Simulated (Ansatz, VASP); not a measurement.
BiAu: VASP beside Ansatz

The input INCAR:

```
SYSTEM = BiAu
PREC = Accurate ; ENCUT = 520
EDIFF = 1E-6 ; ISMEAR = 0
SIGMA = 0.05 ; LREAL = .False.
LASPH = .True. ; NELM = 80
ALGO = Normal ; ISIF = 2
LWAVE = .False. ; LCHARG = .True.
GGA = PE ; LELF = .True.
LVHAR = .True. ; NBANDS = 20
```

File KPOINTS:

```
Automatic mesh
0
Gamma
  10 10 10
  0 0 0
```

File POSCAR:

```
BiAu
1.0
    0.0000000000      2.9498115221      2.9498115221
    2.9498115221      0.0000000000      2.9498115221
    2.9498115221      2.9498115221      0.0000000000
Au Bi
1 1
Direct
    0.5000000000      0.5000000000      0.5000000000
    0.0000000000      0.0000000000      0.0000000000
```

Input for Ansatz:

```yaml
crystal:
  lattice:
    - [0.0, 2.9498115221, 2.9498115221]
    - [2.9498115221, 0.0, 2.9498115221]
    - [2.9498115221, 2.9498115221, 0.0]
  atoms:
    - { symbol: Au, position: [0.5, 0.5, 0.5] }
    - { symbol: Bi, position: [0.0, 0.0, 0.0] }
basis:
  ecutwfc: 420
  ecutrho_ratio: 4
kpoints:
  mp_grid: { grid: [10, 10, 10] }
hamiltonian:
  xc: pbe
scf:
  occupations: { method: gaussian, width: 0.05 }
output:
  forces: true
  stress: true
  eigenvalues: true
```

Alike in both runs: task single point; functional PBE; k mesh 10 × 10 × 10; occupations gaussian, width 0.05 eV; no spin polarisation.

|  | VASP | Ansatz |
| --- | --- | --- |
| version | VASP 6.6.1 | Ansatz 0.2.0 |
| potentials or method | VASP PAW PBE potentials, release 64 (Au, Bi_d) | scalar-relativistic, plane waves, PAW |
| plane-wave cutoff (eV) | 520 | 420 |
| valence electrons in the cell | 26 | 34 |

```tsv
	VASP	Ansatz	Ansatz less VASP
gap on the k mesh at the Fermi level (eV)	none	none	-
pressure (GPa)	1.5	1.6	+0.12
```

A gap of «none» marks a metal or a gap that the smearing closes. The two sets of potentials don't hold the same shells in valence.

Caveats: spin-orbit coupling is left out, which moves the levels of the heavy elements.
